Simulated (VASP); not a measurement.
Input for VASP

KPOINTS:
```
Automatic mesh
0
Gamma
 12 12 4
0 0 0
```

**INCAR**
```
SYSTEM = AlPt3
PREC = Accurate
ENCUT = 400
EDIFF = 1E-6
NELM = 100
ALGO = Normal
LREAL = .FALSE.
LASPH = .TRUE.
ISMEAR = 1
SIGMA = 0.1
GGA = PS
LMAXMIX = 6
LWAVE = .FALSE.
LCHARG = .FALSE.
IBRION = 2
ISIF = 3
NSW = 60
EDIFFG = -0.02
```

### POSCAR
```
AlPt3
1
   -0.0000000000     1.9881190386     1.9881190386
    1.9881190386    -0.0000000000     1.9881190386
    7.6176700872     7.6176700872     0.3348060673
Pt Al
3 1
Direct
  0.0312224118   0.0312224118   0.9765831911
  1.0000000000   1.0000000000   0.2500000000
  0.9687775882   0.9687775882   0.5234168089
  1.0000000000   1.0000000000   0.7500000000
```

POTCAR, in this order: Pt Al (PBE.64 set). Program: vasp_std.

Write an equivalent input for Quantum ESPRESSO's pw.x.

One equivalent input (not run):
```
&CONTROL
  calculation = 'vc-relax'
  pseudo_dir = './pseudo'
  outdir = './out'
  tprnfor = .true.
  tstress = .true.
  nstep = 60
  forc_conv_thr = 0.00078
/
&SYSTEM
  ibrav = 0
  nat = 4
  ntyp = 2
  ecutwfc = 84
  occupations = 'smearing'
  smearing = 'methfessel-paxton'
  degauss = 0.00735
  input_dft = 'pbesol'
/
&ELECTRONS
  conv_thr = 7.3e-08
  electron_maxstep = 100
/
&IONS
/
&CELL
/
ATOMIC_SPECIES
  Pt 195.084 Pt.upf
  Al 26.982 Al.upf
CELL_PARAMETERS angstrom
    -0.0000000    1.9881190    1.9881190
     1.9881190   -0.0000000    1.9881190
     7.6176701    7.6176701    0.3348061
ATOMIC_POSITIONS crystal
  Pt   0.0312224  0.0312224  0.9765832
  Pt   1.0000000  1.0000000  0.2500000
  Pt   0.9687776  0.9687776  0.5234168
  Al   1.0000000  1.0000000  0.7500000
K_POINTS automatic
  12 12 4 0 0 0
```
The two are equivalent in intent, not identical: the potentials are each code's own (VASP's PAW set, PseudoDojo norm-conserving files in pw.x), so ENCUT and ecutwfc are chosen apart and not converted; conv_thr bounds pw.x's estimated SCF error, while EDIFF bounds the energy change between steps; forc_conv_thr acts on force components and is met together with etot_conv_thr.

The structure was generated: AlPt3 was put into an ordered model structure (R-3m), which need not be its known phase. This run relaxes it. Symmetry was kept, so distortions that lower it aren't found. The start is the result of an earlier pass.
